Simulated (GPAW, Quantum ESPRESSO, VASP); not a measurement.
Code comparison for HfS₃ (P2_1/m, 8 atoms in the cell)

Self-consistent single point.

```
CELL_PARAMETERS angstrom
      5.11399     0.00000     0.00000
      0.00000     3.58484     0.00000
     -1.20118     0.00000     9.05401
ATOMIC_POSITIONS crystal
  Hf 0.28558 0.75000 0.65136
  Hf 0.71442 0.25000 0.34864
  S  0.87573 0.75000 0.17818
  S  0.12427 0.25000 0.82182
  S  0.23770 0.25000 0.44810
  S  0.76230 0.75000 0.55190
  S  0.52716 0.25000 0.82195
  S  0.47284 0.75000 0.17805
```

All programs got the same cell, k-point mesh and kind of occupations (in GPAW's words: kpts = 4 5 2; mesh shift (steps) = 0 0 0; occupations.name = fermi-dirac; occupations.width = 0 eV); potentials, basis and cutoffs are each program's usual ones.

```tsv
code	model	pressure (GPa)	largest force (eV/Å)	gap on the mesh (eV)	cutoff
GPAW	LDA (Perdew-Wang 92), GPAW PAW datasets LDA (gpaw-data 1.0.1)	-2.85	0.404	0.914	550 eV
Quantum ESPRESSO	LDA (PW92), PseudoDojo standard norm-conserving (LDA) pseudopotentials	-3.51	0.347	0.926	60 Ry
VASP	LDA (PZ), VASP's LDA PAW potentials (set 64)	-3.64	0.266	0.920	300 eV
```

Size of the force on each atom (eV/Å): Sizes of forces hide their directions.

```
code                Hf1    Hf2     S3     S4     S5     S6     S7     S8
----------------  -----  -----  -----  -----  -----  -----  -----  -----
GPAW              0.046  0.046  0.404  0.404  0.061  0.061  0.394  0.394
Quantum ESPRESSO  0.026  0.026  0.347  0.347  0.011  0.011  0.331  0.331
VASP              0.031  0.031  0.266  0.266  0.048  0.048  0.250  0.250
```

Gaps are read on the mesh.

The spread over the programs that give each value: pressure within 0.79 GPa; largest force within 0.138 eV/Å; gap on the mesh within 0.012 eV.

The starting cell comes from a database of computed structures (which also holds hypothetical and non-ambient phases and stackings), without a prior relaxation at this level. Its lattice was rescaled by a random factor within 2.5 % of one. On GPAW's run: Spin-orbit coupling is off.

Question: Why do the programs differ, and what cannot be compared?

Answer: Differences of this kind can come from the potentials, where these differ, and from what each basis and cutoff leave unconverged. The valence holds different numbers of electrons (GPAW 60, Quantum ESPRESSO 60, VASP 56). The zero of total energies and Fermi levels follows the potentials and each program's conventions, so they are not compared here. The same LDA comes in different parametrisations, which differ slightly. In the force vectors, GPAW (by 0.099) lies more than 0.08 eV/Å from the median of the plane-wave programs.

VASP's run is marked for a possible Pulay error in its stress at this cutoff; no cutoff test was made.

VASP ran the fixed occupations as a Gaussian smearing of 0.01 eV.

Left out of this page: Ansatz, CP2K, FLEUR and SIESTA (not drawn, or without a comparable value); ABINIT (with a known weakness of the program).

Keys are those of Ansatz 0.2.
